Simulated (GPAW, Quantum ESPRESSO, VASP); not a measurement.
## Code comparison for PbO (P1, 8 atoms in the cell)

Self-consistent single point, at a second geometry (lattice scaled by 0.98). First geometry:

```yaml
crystal:
  lattice:
    - [5.79079, 0.00000, 0.00000]
    - [0.00000, 5.95512, 0.00000]
    - [0.00000, 0.00000, 5.45170]
  atoms:
    - { symbol: Pb, position: [0.48740, 0.26743, 0.75707] }
    - { symbol: Pb, position: [0.51923, 0.71735, 0.25782] }
    - { symbol: Pb, position: [0.01842, 0.27367, 0.24349] }
    - { symbol: Pb, position: [0.96935, 0.72986, 0.74024] }
    - { symbol: O, position: [0.11507, 0.37564, 0.87730] }
    - { symbol: O, position: [0.88907, 0.61646, 0.35699] }
    - { symbol: O, position: [0.38629, 0.39548, 0.37111] }
    - { symbol: O, position: [0.61516, 0.62411, 0.87410] }
```

Shared settings, as Quantum ESPRESSO writes them: occupations = smearing; smearing = fermi-dirac; degauss = 0.000734986 Ry; K_POINTS = automatic 3 3 3 0 0 0. Potentials and cutoffs stand in the table.

```tsv
code	model	ΔF from the first geometry (meV/atom)	pressure (GPa)	largest force (eV/Å)	gap on the mesh (eV)	cutoff
Quantum ESPRESSO	PBEsol, GBRV 1.5 ultrasoft (PBESOL) pseudopotentials	-22.7	-0.76	1.306	2.261	40 Ry
VASP	PBEsol, VASP's PBE PAW potentials (set 64)	-19.8	-2.78	1.340	2.251	400 eV
GPAW	PBEsol, GPAW PAW datasets PBEsol (made by gpaw-setup)	-25.5	–	1.281	2.240	950 eV
```

For VASP (by 2.3 GPa) the energy change implies a higher mean pressure, against the two pressures, than for the other programs: a sign of finite-basis (Pulay) stress.

Size of the force on each atom (eV/Å): Sizes of forces hide their directions.

```tsv
code	Pb1	Pb2	Pb3	Pb4	O5	O6	O7	O8
Quantum ESPRESSO	0.961	1.074	0.883	0.709	1.180	0.159	1.306	0.819
VASP	0.897	1.158	0.928	0.719	1.216	0.144	1.340	0.827
GPAW	1.012	1.029	0.861	0.702	1.164	0.185	1.281	0.817
```

A dash marks a value that a program does not give, or that is left out as unsure.

Gaps are read on the mesh.

On Quantum ESPRESSO's run: spin-orbit coupling is off.

The spread over the programs that give each value: ΔF from the first geometry within 5.7 meV/atom; pressure within 2.02 GPa; largest force within 0.059 eV/Å; gap on the mesh within 0.021 eV.

The pressure of GPAW is left out: its cutoff lies under the one at which its stress was checked. In the force vectors, VASP (by 0.094) lies more than 0.08 eV/Å from the median of the plane-wave programs.

VASP's run is marked for a possible Pulay error in its stress at this cutoff; no cutoff test was made.

The starting cell comes from a database of computed structures (which also holds hypothetical and non-ambient phases and stackings), without a prior relaxation at this level. Its atoms were displaced at random from the sites of space group no. 29. For this run, on top of that: lattice scaled by 0.98.

Left out of this page: Ansatz and SIESTA (not drawn, or without a comparable value); CP2K (unsound by tests on forces, stress, charge or solver warnings).
